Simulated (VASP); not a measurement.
Input for VASP

### POSCAR
```
SrNiF6
1
    3.6309870000     2.0963510000     2.2525880000
   -3.6309870000     2.0963510000     2.2525880000
    0.0000000000    -4.1927030000     2.2525880000
Sr Ni F
1 1 6
Direct
  0.5000000000   0.5000000000   0.5000000000
  0.0000000000   0.0000000000   0.0000000000
  0.7221000000   0.7221000000   0.0679500000
  0.2779000000   0.2779000000   0.9320500000
  0.0679500000   0.7221000000   0.7221000000
  0.9320500000   0.2779000000   0.2779000000
  0.7221000000   0.0679500000   0.7221000000
  0.2779000000   0.9320500000   0.2779000000
```

### INCAR
```
SYSTEM = SrNiF6
PREC = Accurate; ENCUT = 400; LREAL = F
LASPH = T
EDIFF = 1E-6; NELM = 100; ALGO = Normal
LMAXMIX = 4
ISMEAR = 0; SIGMA = 0.01
GGA = PS
ISIF = 2
LWAVE = F; LCHARG = F
```

**KPOINTS**
```
Automatic mesh
0
Gamma
5 5 5
0 0 0
```

POTCAR, in this order: Sr_sv Ni F (PBE.64 set). Program: vasp_std.

Task: Translate this PBEsol calculation to Ansatz.

Result: One equivalent input (not run):
Ansatz 0.2 input:
```yaml
crystal:
  lattice:
    - [3.6309870, 2.0963510, 2.2525880]
    - [-3.6309870, 2.0963510, 2.2525880]
    - [0.0000000, -4.1927030, 2.2525880]
  atoms:
    - { symbol: Sr, position: [0.5000000, 0.5000000, 0.5000000] }
    - { symbol: Ni, position: [0.0000000, 0.0000000, 0.0000000] }
    - { symbol: F, position: [0.7221000, 0.7221000, 0.0679500] }
    - { symbol: F, position: [0.2779000, 0.2779000, 0.9320500] }
    - { symbol: F, position: [0.0679500, 0.7221000, 0.7221000] }
    - { symbol: F, position: [0.9320500, 0.2779000, 0.2779000] }
    - { symbol: F, position: [0.7221000, 0.0679500, 0.7221000] }
    - { symbol: F, position: [0.2779000, 0.9320500, 0.2779000] }
kpoints:
  mp_grid: { grid: [5, 5, 5] }
hamiltonian:
  xc: pbesol
  pseudopotentials: { kind: paw }
scf:
  occupations: { method: gaussian, width: 0.01 }
  max_iter: 100
output: { forces: true, stress: true, eigenvalues: true }
```
What does not carry over: each code has its own PAW files, so the cut-off isn't converted (ENCUT is set for VASP's; basis.ecutwfc is left out, and Ansatz then takes the one that its files recommend); Ansatz stops its SCF on the density residual and VASP on the energy change (EDIFF).

The structure comes from a computed database's SrNiF6 entry; how it stands against other phases isn't given here. The cell was not relaxed at this level.
